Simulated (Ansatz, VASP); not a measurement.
**Cross-check of MnRh between VASP and Ansatz**

Aim: how closely do two programs agree when they are given the same cell, functional and k mesh? Of the first pair: The two relaxations start from unlike cells of this crystal (the structure described is Ansatz's start), so only their ends are compared.

Calculated with Ansatz 0.2.0; plane waves, with VASP 6.6.1 beside it; relaxation of cell and atoms at PBEsol and zone-centre phonons at PBEsol.

### Step 1. The structure

Symmetry: Pm-3m, No. 221, cubic system. The conventional cell has a = 3.044 Å, b = 3.044 Å, c = 3.044 Å, α = 90.00°, β = 90.00°, γ = 90.00°. Nearest to Mn lie 8 Rh at 2.64 Å. Rh has 8 Mn at 2.64 Å nearest. Farther neighbours are not listed.

### Step 2. Ansatz: relaxation of cell and atoms, PBEsol, pair 1

Ansatz runs on its PAW soft_1 files.

The relaxed volume is the usual yardstick between codes: in a stiff, nearly cubic crystal its relative difference is about their pressure difference at one cell divided by the bulk modulus.

The input, input.yaml:

```yaml
crystal:
  lattice:
    - [3.044, 0.0, 0.0]
    - [0.0, 3.044, 0.0]
    - [0.0, 0.0, 3.044]
  atoms:
    - { symbol: Mn, position: [0.0, 0.0, 0.0], spin: 3.79 }
    - { symbol: Rh, position: [0.5, 0.5, 0.5], spin: 0.66 }
kpoints:
  mp_grid: { grid: [6, 6, 6] }
hamiltonian:
  xc: pbesol
  pseudopotentials: { kind: paw, azcp: { folder: soft_1 }, xc_functional: pbe }
scf:
  occupations: { method: gaussian, width: 0.1 }
output:
  forces: true
  stress: true
  eigenvalues: true
  populations: true
magnetization:
  spin_polarized: true
relax:
  adjacent_minimum: "off"
  f_tol: 0.05
  max_steps: 80
  cell: { stress_tol: 0.5 }
```

The run is started by

```
$ ansatz run input.yaml --threads 4 --pin off --max-ram 10240MiB --backend cpu --events-out ev --progress --plain --runs-dir out
```

Numbers of over 12 decimals in the logs are rounded to 6 here.

The program printed:

```text
The last accepted step is kept in <dir> (removed where the run ends without a failure and the disk answers)
Engine: ansatz 0.2.0, aarch64-unknown-linux-gnu
Pseudopotentials: kind: paw
Pseudopotential: Mn, paw, valence charge 15, recommended cutoff 420 eV (normal), soft_1/Mn.paw.azcp
Pseudopotential: Rh, paw, valence charge 17, recommended cutoff 420 eV (normal), soft_1/Rh.paw.azcp
Functional definition: PBEsol
  exchange = pbesol_x
  correlation = pbesol_c
Crystal: 2 atoms, lattice volume = 28.206 Å³
Basis set: ecut = 420 eV, 515 PW (Γ), exchange–correlation on 48×48×48 points (8 copies of the dense FFT grid, shifted against one another)
Bands: 23, of which v1, the nominal top of the filled ones, is band 16 counted from 1 (15 counted from 0)
Symmetry: 48 space group operations
Space group: Pm-3m (ITA 221), of the structure as read, at distance tolerance 3.0e-5 Å
Magnetic group: BNS 221.92 (UNI 1594), of the structure as read, at distance tolerance 3.0e-5 Å
k-points: 20 of 216
Non-local potential: Mn, projectors of the file, l = 0: 3, l = 1: 2, l = 2: 3, l = 3: 1
Non-local potential: Rh, projectors of the file, l = 0: 3, l = 1: 2, l = 2: 2, l = 3: 1
PAW form: soft (Blöchl's): semilocal exchange-correlation on the pseudo side does not see the compensation charge
PAW frozen core: Mn, regenerated for the run's functional, and the local potential with it (the file was generated under x = pbe(κ = 0.804, μ = 0.219515), c = pbe(β = 0.066725))
PAW frozen core: Rh, regenerated for the run's functional, and the local potential with it (the file was generated under x = pbe(κ = 0.804, μ = 0.219515), c = pbe(β = 0.066725))
PAW one-centre angular grid: Mn, 590 points (default); XC on 64 Gauss nodes
PAW one-centre angular grid: Rh, 590 points (default); XC on 64 Gauss nodes
Initial density: superposition of atomic densities (chi_scale 0.1, normalization cell)
Starting moments: Σ|m| = 4.45 μB on 2 of 2 sites
Initial wavefunctions: pseudopotential atomic-orbital guess
Functional: x = pbesol(κ = 0.804, μ = 0.123457), c = pbesol(β = 0.046)
SCF iter   1: F=—  HF=-10208.315805 eV  |F-HF|=—  |Δ(HF+E_count)|=         —  Δρ=5.21e-2 (↑4.81e-2 ↓5.21e-2)  dr2=2.73e0  dr2_m=8.04e-2  M=4.041 μB ∫|m|=4.056 μB  β_m=0.30  ethr=3.10e-3  ⟨swp⟩=4.7  Hψ=3472  notcnv=0
Mixer restart at iter 1: flushing history
preconditioner: auto → none  [metal: Δε(μ)=0.039 eV  Ē_g=8.946 eV  σ=0.100 eV  W_gap=0.21  n_scr=6 (ndim 8)  ℏωp=28.0 eV  f_vac=0.000  D(μ)=2.36/eV (n_scr^D=26)  sad-step TF]
SCF iter   2: F=—  HF=-10207.671618 eV  |F-HF|=—  |Δ(HF+E_count)|=   6.44e-1  Δρ=3.36e-2 (↑2.69e-2 ↓3.36e-2)  dr2=1.02e0  dr2_m=4.04e-2  M=4.080 μB ∫|m|=4.102 μB  β_m=0.50  ethr=3.10e-3  ⟨swp⟩=2.1  Hψ=1498  notcnv=0  defer=59
SCF iter   3: F=—  HF=-10207.635878 eV  |F-HF|=—  |Δ(HF+E_count)|=   3.57e-2  Δρ=1.59e-2 (↑1.59e-2 ↓1.21e-2)  dr2=2.02e-1  dr2_m=5.30e-3  M=4.117 μB ∫|m|=4.158 μB  β_m=0.42  ethr=3.10e-3  ⟨swp⟩=2.1  Hψ=1467  notcnv=0  defer=59
SCF iter   4: F=—  HF=-10207.595854 eV  |F-HF|=—  |Δ(HF+E_count)|=         —  Δρ=1.05e-2 (↑1.05e-2 ↓5.66e-3)  dr2=2.21e-2  dr2_m=9.66e-3  M=4.148 μB ∫|m|=4.192 μB  β_m=0.42  ethr=6.32e-4  ⟨swp⟩=2.3  Hψ=1622  notcnv=0  defer=57
Mixer restart at iter 4: flushing history
SCF iter   5: F=—  HF=-10207.625827 eV  |F-HF|=—  |Δ(HF+E_count)|=   3.00e-2  Δρ=4.54e-3 (↑4.54e-3 ↓3.60e-3)  dr2=6.49e-3  dr2_m=2.37e-3  M=4.140 μB ∫|m|=4.187 μB  β_m=0.44  ethr=6.89e-5  ⟨swp⟩=2.0  Hψ=1626  notcnv=0  defer=57
SCF iter   6: F=—  HF=-10207.634136 eV  |F-HF|=—  |Δ(HF+E_count)|=   8.31e-3  Δρ=4.72e-3 (↑4.72e-3 ↓2.92e-3)  dr2=8.93e-3  dr2_m=1.74e-3  M=4.145 μB ∫|m|=4.196 μB  β_m=0.43  ethr=2.03e-5  ⟨swp⟩=2.2  Hψ=1701  notcnv=0  defer=57
SCF iter   7: F=—  HF=-10207.642982 eV  |F-HF|=—  |Δ(HF+E_count)|=   8.85e-3  Δρ=1.30e-3 (↑1.30e-3 ↓6.31e-4)  dr2=3.87e-4  dr2_m=1.65e-4  M=4.144 μB ∫|m|=4.199 μB  β_m=0.58  ethr=2.03e-5  ⟨swp⟩=2.1  Hψ=1486  notcnv=0  defer=57
SCF iter   8: F=—  HF=-10207.644003 eV  |F-HF|=—  |Δ(HF+E_count)|=   1.02e-3  Δρ=7.25e-4 (↑7.25e-4 ↓5.99e-4)  dr2=1.49e-4  dr2_m=5.25e-5  M=4.142 μB ∫|m|=4.200 μB  β_m=0.56  ethr=1.21e-6  ⟨swp⟩=2.0  Hψ=1530  notcnv=0  defer=57
SCF iter   9: F=—  HF=-10207.643906 eV  |F-HF|=—  |Δ(HF+E_count)|=   9.74e-5  Δρ=1.57e-4 (↑1.57e-4 ↓1.07e-4)  dr2=3.31e-6  dr2_m=3.42e-6  M=4.143 μB ∫|m|=4.201 μB  β_m=0.78  ethr=4.65e-7  ⟨swp⟩=2.1  Hψ=1386  notcnv=0  defer=57
SCF iter  10: F=—  HF=-10207.643904 eV  |F-HF|=—  |Δ(HF+E_count)|=   1.59e-6  Δρ=3.94e-5 (↑3.59e-5 ↓3.94e-5)  dr2=4.88e-7  dr2_m=2.56e-7  M=4.143 μB ∫|m|=4.201 μB  β_m=0.89  ethr=1.03e-8  ⟨swp⟩=2.3  Hψ=1440  notcnv=0  defer=57
SCF iter  11: F=—  HF=-10207.643904 eV  |F-HF|=—  |Δ(HF+E_count)|=   1.26e-7  Δρ=1.02e-5 (↑1.02e-5 ↓3.37e-6)  dr2=3.97e-8  dr2_m=3.28e-9  M=4.143 μB ∫|m|=4.201 μB  β_m=0.86  ethr=1.52e-9  ⟨swp⟩=1.8  Hψ=1182  notcnv=0  defer=57
[...]
SCF 3 converged in 7 iterations: F = -10207.697627 eV  dr2 = 1.82e-9
relax step   3: F+E_penalty+E_count = -10207.69762663 eV  Δ(F+E_penalty+E_count) = -6.619e-3 eV  max|allowed force component| = 6.837e-30 eV/Å  Δτ_max = 0.0000 Å  P = -0.540 GPa  Ω = 26.730 Å³  energy of the carried Pulay correction = +1.591e-3 eV  (7 SCF iters, dr2 threshold 2.00e-7 eV, accepted)
[...]
relax step   4: F+E_penalty+E_count = -10207.69781930 eV  Δ(F+E_penalty+E_count) = -1.927e-4 eV  max|allowed force component| = 3.129e-29 eV/Å  Δτ_max = 0.0000 Å  P = -0.002 GPa  Ω = 26.662 Å³  energy of the carried Pulay correction = +1.667e-3 eV  (7 SCF iters, dr2 threshold 2.00e-7 eV, accepted)
[...]
relax step   5: F+E_penalty+E_count = -10207.69601642 eV  Δ(F+E_penalty+E_count) = +1.803e-3 eV  max|allowed force component| = 4.865e-29 eV/Å  Δτ_max = 0.0000 Å  P = +0.009 GPa  Ω = 26.662 Å³  stress off target by 8.91e-3 GPa  SCF on the basis re-selected at this cell (its energy is not comparable with the rows above)  (8 SCF iters)
basis re-selected at this cell: Δ(F+E_penalty+E_count) = +1.803e-3 eV, ΔP = +0.011 GPa vs the last step (what re-selecting the basis moved, of the pressure what is left beyond the Pulay correction that the steps carried, after the strain that the cell walked since its last selection, with what the two solves' SCF thresholds leave and, on support functions, any second-order correction that the steps lacked; it is no measure of the basis error at this ecutwfc). The dense FFT grid was sized anew with the basis: this SCF ran on 20×20×20 points, the steps before it on 24×24×24, so part of this shift can come from that change (see relax.cell in the input reference). [rest of the remark cut]
SCF converged after 8 iterations
Magnetization: 4.0812 μB (18.0406 up, 13.9594 down)
Absolute magnetization: 4.1367 μB (∫|ρ↑−ρ↓|, with the PAW one-centre terms)
Spin contamination: 0.0988 ħ² per cell (⟨S²⟩ above its minimum at these occupations)
Per-site moments (μB) at R_I (Å): [(3.335792, 1.067213), (0.644957, 1.067213)]
Free energy (F): -10207.696016 eV
Harris-Foulkes:  -10207.696016 eV  (|F-HF|=3.09e-11)
Internal energy: -10207.692300 eV  (E = F + TS)
E sigma→0 (E₀):  -10207.694158 eV
Entropy (-TS):   -0.003717 eV (-1.858 meV/atom)
Fermi energy:    19.551392 eV
--- Per-component energies (eV) ---
  E_band       = -298.396351
  E_kinetic    = 854.676894
  E_local      = -3468.446169  (includes V_loc(G=0)·N_el)
  E_nonlocal   = 761.367784
  E_hartree    = 1291.992354
  E_xc         = -309.027582
  E_vxc        = -391.831451  (∫ρ·V_xc dr)
  E_paw        = -4838.281292  (= ΣΔE_a)
  E_vpaw       = -638.148633  (= ΣTr[D̂ρ^β])
  E_aug_tail   = 0.000051  (compensation charges beyond the density's cutoff)
  E_ewald      = -4500.420191
  E_core_change = 0.445851  (= ΣΔE_core)
  E_smearing   = -0.003717  (= −TS)
  E_closure    = 0.000000  (closes the sum)
  Σ components = -10207.696016   (vs F -10207.696016, Δ=0.00e0)
--- Forces (eV/Å), atoms counted from 1 ---
  atom   1  Mn     0.00000000    -0.00000000     0.00000000
  atom   2  Rh    -0.00000000    -0.00000000    -0.00000000
  max |Σ_I F_I| component: 8.78e-29 eV/Å
--- Stress (GPa, compression-positive) ---
        0.008914       0.000000      -0.000000
        0.000000       0.008914      -0.000000
       -0.000000      -0.000000       0.008914
  P = ⅓ Tr σ = 0.0089 GPa (0.089 kbar)
--- Band table (eV; the first three rows and the last of 40) ---
  k-point 0 ↑: bands = [... 12 lower, 16.7134, 16.7134, 18.4251, 18.4251, 19.8664, 19.8664, 19.8664, 28.2807, ... 3 higher]
  k-point 1 ↑: bands = [... 12 lower, 16.7103, 16.9015, 18.0872, 18.5559, 19.2376, 19.2376, 19.6335, 26.0253, ... 3 higher]
  k-point 2 ↑: bands = [... 12 lower, 16.8046, 17.2041, 17.4258, 18.1208, 18.1208, 18.9169, 19.0199, 22.5631, ... 3 higher]
  k-point 19 ↓: bands = [... 12 lower, 18.5132, 18.5132, 19.9300, 19.9300, 22.1388, 22.1388, 28.9778, 28.9778, ... 3 higher]
--- Relaxed structure (4 steps of the walk, 4 accepted, 1 SCFs on fresh bases) ---
  F+E_penalty+E_count = -10207.69601642 eV   max|allowed force component| = 4.865e-29 eV/Å   (the final SCF, on the basis selected at the relaxed cell)
  cell:  # Å, volume = 26.6618 Å³
    - [2.987421, 0, 0]
    - [0, 2.987421, 0.0]
    - [0, 0.0, 2.987421]
  atoms:
    - { symbol: Mn, position: [0, 0, 0] }
    - { symbol: Rh, position: [0.500000, 0.500000, 0.500000] }
--- Löwdin populations: 2 sites ---
  site symbol       q [e]    m [muB]
     0     Mn     14.4796     3.5097
     1     Rh     17.2162     0.6168
  spilling = 0.009507 (of n_electrons = 32.000000)
```

The column dr2 measures how far the density is from self-consistency, as an energy; F and HF (Harris–Foulkes) agree once it is small.

(Continued in part 2 of 3.)

[Lines on the potential files, build, host, timing and source positions are cut from VASP's logs without a mark.]

[Logs are printed without paths, hosts, clocks, repeated set-up lines and the standing remarks that a program may print on its own settings, such as how far it seeks lower states.]

[Hosts, paths, dates, database ids (printed as entryN), source tags and the programs' standing remarks are cut or masked in the printed files.]
